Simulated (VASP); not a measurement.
# Bi2P5 (Fd-3m) in VASP: single point with PBE

Aim: the single point of Bi2P5 with PBE.

Program: VASP 6.6.1. These are calculated values, not measurements. Logs are shortened: lines on timing, memory, paths and dates and some standing lists are left out, and cuts for length are marked.

### Step 1. Starting point

It takes space group Fd-3m (No. 227, cubic). Conventional cell: a = 10.511 Å, b = 10.511 Å, c = 10.511 Å, α = 90.00°, β = 90.00°, γ = 90.00°. Bi (site symmetry -3m) has 6 P at 2.62 Å as nearest neighbours. P (site symmetry -43m) is surrounded by 4 P at 2.28 Å. P (site symmetry 3m) has 1 P at 2.28 Å and 3 Bi at 2.62 Å as nearest neighbours.

The cell was built by a generator and needn't be a form met in nature.

### Step 2. Single point, PBE

File INCAR:

```
SYSTEM = Bi2P5
PREC     = Accurate       ! precision mode
ENCUT    = 520            ! plane-wave cutoff, eV
EDIFF    = 1E-6           ! SCF threshold, eV
ISMEAR   = 0              ! smearing method
SIGMA    = 0.1            ! smearing width, eV
LREAL    = .FALSE.        ! projectors in reciprocal space
LASPH    = .TRUE.         ! aspherical terms in the spheres
NELM     = 100            ! most SCF steps
ALGO     = Fast           ! electronic algorithm
ISIF     = 2              ! what is computed and relaxed
LWAVE    = .FALSE.        ! write WAVECAR
LCHARG   = .FALSE.        ! write CHGCAR
GGA      = PE             ! functional
NBANDS   = 68             ! bands
```

File KPOINTS:

```
regular mesh
0
G
  4 4 4
  0 0 0
```

File POSCAR:

```
Bi2P5
1.0
    0.0000000000      5.2555435700      5.2555435700
    5.2555435700      0.0000000000      5.2555435700
    5.2555435700      5.2555435700      0.0000000000
Bi P
4 10
Direct
    0.1250000000      0.1250000000      0.1250000000
    0.6250000000      0.1250000000      0.1250000000
    0.1250000000      0.1250000000      0.6250000000
    0.1250000000      0.6250000000      0.1250000000
    0.7500000000      0.7500000000      0.7500000000
    0.5000000000      0.5000000000      0.5000000000
    0.8755000200      0.8755000200      0.8755000200
    0.8765000700      0.3744999800      0.3744999800
    0.8755000200      0.8755000200      0.3734999300
    0.3744999800      0.8765000700      0.3744999800
    0.3734999300      0.8755000200      0.8755000200
    0.3744999800      0.3744999800      0.3744999800
    0.8755000200      0.3734999300      0.8755000200
    0.3744999800      0.3744999800      0.8765000700
```

Potentials or basis: VASP PAW PBE potentials, release 64 (Bi_d, P).

On the command line:

```bash
$ cat potpaw_PBE.64/Bi_d/POTCAR potpaw_PBE.64/P/POTCAR > POTCAR
$ mpirun -np 1 vasp_std > vasp.out
```

OUTCAR:

```text
SYSTEM = Bi2P5
   PREC = Accurate
   ENCUT = 520
   EDIFF = 1E-6
   ISMEAR = 0
   LREAL = .FALSE.
   LASPH = .TRUE.
   NELM = 100
   ISIF = 2
   GGA = PE

 ion  position               nearest neighbor table
   1  0.125  0.125  0.125-   8 2.62   9 2.62  10 2.62  11 2.62  13 2.62  14 2.62   2 3.72   3 3.72
                             4 3.72   3 3.72   4 3.72   2 3.72
   2  0.625  0.125  0.125-   9 2.62  10 2.62  13 2.62  14 2.62   7 2.62  12 2.62   1 3.72   3 3.72
                             4 3.72   1 3.72   3 3.72   4 3.72
   3  0.125  0.125  0.625-   8 2.62  10 2.62  11 2.62  13 2.62  12 2.62   7 2.62   1 3.72   1 3.72
                             2 3.72   4 3.72   4 3.72   2 3.72
   4  0.125  0.625  0.125-   8 2.62   9 2.62  11 2.62  14 2.62  12 2.62   7 2.62   1 3.72   3 3.72
                             1 3.72   2 3.72   3 3.72   2 3.72
   5  0.750  0.750  0.750-   7 2.28   9 2.28  11 2.28  13 2.28
   6  0.500  0.500  0.500-  12 2.28  10 2.28   8 2.28  14 2.28
   7  0.876  0.876  0.876-   5 2.28   3 2.62   4 2.62   2 2.62
   8  0.877  0.374  0.374-   6 2.28   4 2.62   3 2.62   1 2.62
   9  0.876  0.876  0.373-   5 2.28   4 2.62   2 2.62   1 2.62
  10  0.374  0.877  0.374-   6 2.28   3 2.62   2 2.62   1 2.62
  11  0.373  0.876  0.876-   5 2.28   4 2.62   3 2.62   1 2.62
  12  0.374  0.374  0.374-   6 2.28   3 2.62   4 2.62   2 2.62
  13  0.876  0.373  0.876-   5 2.28   3 2.62   2 2.62   1 2.62
  14  0.374  0.374  0.877-   6 2.28   4 2.62   2 2.62   1 2.62

  LATTYP: Found a face centered cubic cell.
 ALAT       =    10.5110871400

  Lattice vectors:

 A1 = (   0.0000000000,   5.2555435700,   5.2555435700)
 A2 = (   5.2555435700,   0.0000000000,   5.2555435700)
 A3 = (   5.2555435700,   5.2555435700,   0.0000000000)

Analysis of symmetry for initial positions (statically):
=====================================================================
 Subroutine PRICEL returns:
 Original cell was already a primitive cell.

 Routine SETGRP: Setting up the symmetry group for a
 face centered cubic supercell.

 Subroutine GETGRP returns: Found 48 space group operations
 (whereof 24 operations were pure point group operations)
 out of a pool of 48 trial point group operations.

The static configuration has the point symmetry T_d .
 The point group associated with its full space group is O_h .

Analysis of symmetry for dynamics (positions and initial velocities):
=====================================================================
 Subroutine PRICEL returns:
 Original cell was already a primitive cell.

 Routine SETGRP: Setting up the symmetry group for a
 face centered cubic supercell.

 Subroutine GETGRP returns: Found 48 space group operations
[... 131 lines left out ...]
     AMIX_MAG =   1.60;   BMIX_MAG =  1.00
  volume/ion in A,a.u.               =      20.74       139.94
  Fermi-wavevector in a.u.,A,eV,Ry     =   1.184617  2.238602 19.093304  1.403318
  Thomas-Fermi vector in A             =   2.320828
   LORBIT       =      0    0 simple, 1 ext, 2 COOP (PROOUT), +10 PAW based schemes
   GGA     = PE    functional components
   LHFCALC =     F    Hartree Fock is set to
   AEXX    =    0.0000 exact exchange contribution
   IVDW    =     0    specifies the selected vdW correction
   LEPSILON=     F    determine dielectric tensor
   LRPA    =     F    only Hartree local field effects (RPA)
 non-spin polarized calculation
 RMM-DIIS sequential band-by-band and
 Gauss-broadening in eV      SIGMA  =   0.10
  energy-cutoff  :      520.00
  volume of cell :      290.32
 maximum number of plane-waves:      7848
   NGX = 27   NGY = 27   NGZ = 27

 number of electron     110.0000020 magnetization

 Free energy of the ion-electron system (eV)
  ---------------------------------------------------
  ext. energy  EPLUGINS =         0.00000000
  ---------------------------------------------------
  free energy    TOTEN  =       -59.97264513 eV

  energy without entropy =      -59.90684806  energy(sigma->0) =      -59.93974660

 E-fermi :   7.6008     XC(G=0): -10.2832

 val. band max:        7.5952962955   @ k =  -0.2500   0.2500   0.0000
 cond. band min:       7.6177519202   @ k =   0.5000   0.2500   0.0000
 fundamental gap:      0.0224556247
 Fermi energy:         7.6007963162

 k-point     1 :       0.0000    0.0000    0.0000
  band No.  band energies     occupation
      1     -15.6302      2.00000
      2     -15.6302      2.00000
      3     -15.6302      2.00000
      4     -15.5733      2.00000
      5     -15.5733      2.00000
      6     -15.5670      2.00000
[... 549 lines left out ...]
     66      11.3236      0.00000
     67      11.7035      0.00000
 [bands above 67 left out]

------------------------ aborting loop because EDIFF is reached ----------------------------------------

  FORCE on cell =-STRESS in cart. coord.  units (eV):
  Direction    XX          YY          ZZ          XY          YZ          ZX
  --------------------------------------------------------------------------------------
  -------------------------------------------------------------------------------------
  Total       30.4261247     30.4261247     30.4261247      0.0000000      0.0000000      0.0000000
  in kB      167.9091273    167.9091273    167.9091273      0.0000000      0.0000000      0.0000000
  external PRESSURE =     167.9091273 kB  Pullay stress =       0.0000000 kB

 VOLUME and BASIS-vectors are now :
 -----------------------------------------------------------------------------
  energy-cutoff  :      520.00
  volume of cell :      290.32
      direct lattice vectors                 reciprocal lattice vectors
     0.000000000  5.255543570  5.255543570    -0.095137638  0.095137638  0.095137638
     5.255543570  0.000000000  5.255543570     0.095137638 -0.095137638  0.095137638
     5.255543570  5.255543570  0.000000000     0.095137638  0.095137638 -0.095137638

 POSITION                                       TOTAL-FORCE (eV/Angst)
 -----------------------------------------------------------------------------------
      1.31389      1.31389      1.31389        -0.000000      0.000000      0.000000
      1.31389      3.94166      3.94166        -0.000000      0.000000      0.000000
      3.94166      3.94166      1.31389        -0.000000      0.000000      0.000000
      3.94166      1.31389      3.94166        -0.000000      0.000000      0.000000
      7.88332      7.88332      7.88332        -0.000000      0.000000      0.000000
      5.25554      5.25554      5.25554        -0.000000      0.000000      0.000000
      9.20246      9.20246      9.20246        -1.479088     -1.479088     -1.479088
      3.93640      6.57469      6.57469         1.479088     -1.479088     -1.479088
      6.56417      6.56417      9.20246         1.479088      1.479088     -1.479088
      6.57469      3.93640      6.57469        -1.479088      1.479088     -1.479088
      9.20246      6.56417      6.56417        -1.479088      1.479088      1.479088
      3.93640      3.93640      3.93640         1.479088      1.479088      1.479088
      6.56417      9.20246      6.56417         1.479088     -1.479088      1.479088
      6.57469      6.57469      3.93640        -1.479088     -1.479088      1.479088
 -----------------------------------------------------------------------------------
    total drift:                                0.000000      0.000000      0.000000

  FREE ENERGIE OF THE ION-ELECTRON SYSTEM (eV)
  ---------------------------------------------------
  free  energy   TOTEN  =       -59.9726451293 eV

  energy  without entropy=      -59.9068480647  energy(sigma->0) =      -59.93974660
```

OSZICAR:

```text
N       E                     dE             d eps       ncg     rms          rms(c)
DAV:   1     0.113428796089E+04    0.11343E+04   -0.50247E+04  1088   0.171E+03
DAV:   2     0.111001257350E+03   -0.10233E+04   -0.98812E+03  1112   0.444E+02
DAV:   3    -0.496452996855E+02   -0.16065E+03   -0.15268E+03  1288   0.186E+02
DAV:   4    -0.608568697467E+02   -0.11212E+02   -0.10759E+02  1316   0.460E+01
DAV:   5    -0.614058516293E+02   -0.54898E+00   -0.54555E+00  1536   0.102E+01    0.139E+01
RMM:   6    -0.600992483322E+02    0.13066E+01   -0.22522E+00  1324   0.500E+00    0.850E+00
RMM:   7    -0.600076650544E+02    0.91583E-01   -0.24281E+00  1272   0.380E+00    0.239E+00
RMM:   8    -0.599664713553E+02    0.41194E-01   -0.29219E-01  1388   0.306E+00    0.526E-01
RMM:   9    -0.599725388544E+02   -0.60675E-02   -0.96465E-02  1658   0.119E+00    0.321E-01
RMM:  10    -0.599729793313E+02   -0.44048E-03   -0.14113E-02  1781   0.542E-01    0.260E-01
RMM:  11    -0.599726838171E+02    0.29551E-03   -0.21479E-03  1781   0.181E-01    0.145E-01
RMM:  12    -0.599726355178E+02    0.48299E-04   -0.70272E-04  1510   0.111E-01    0.260E-02
RMM:  13    -0.599726432431E+02   -0.77253E-05   -0.17513E-04  1817   0.524E-02    0.108E-02
RMM:  14    -0.599726451606E+02   -0.19174E-05   -0.25223E-05  1560   0.185E-02    0.584E-03
RMM:  15    -0.599726451293E+02    0.31228E-07   -0.61198E-06  1244   0.907E-03
   1 F= -.59972645E+02 E0= -.59939747E+02  d E =-.657971E-01
```

It took 3.1 min on 1 thread of Intel Xeon Platinum 8488C (Sapphire Rapids), shared host; peak memory 0.46 GiB.

What came out:

```yaml
Free_energy: -59.9726 eV
Pressure: 16.8 GPa
Largest_force: 2.562 eV/Å
Band_gap_on_the_k_mesh: none (metal or under the smearing width)
```

Forces in eV/Å, atoms in the order of the input:
```
Bi   0.000  0.000  0.000
Bi   0.000  0.000  0.000
Bi   0.000  0.000  0.000
Bi   0.000  0.000  0.000
P    0.000  0.000  0.000
P    0.000  0.000  0.000
P   -1.479 -1.479 -1.479
P    1.479 -1.479 -1.479
P    1.479  1.479 -1.479
P   -1.479  1.479 -1.479
P   -1.479  1.479  1.479
P    1.479  1.479  1.479
P    1.479 -1.479  1.479
P   -1.479 -1.479  1.479
```

Caveat: so large a pressure means that the cell lies far from this level's equilibrium, or that cutoff or potentials fall short; spin-orbit coupling is left out, which moves the levels of the heavy elements; forces of over 1 eV/Å show positions far from the minimum, so gaps and moduli don't describe the material at rest.
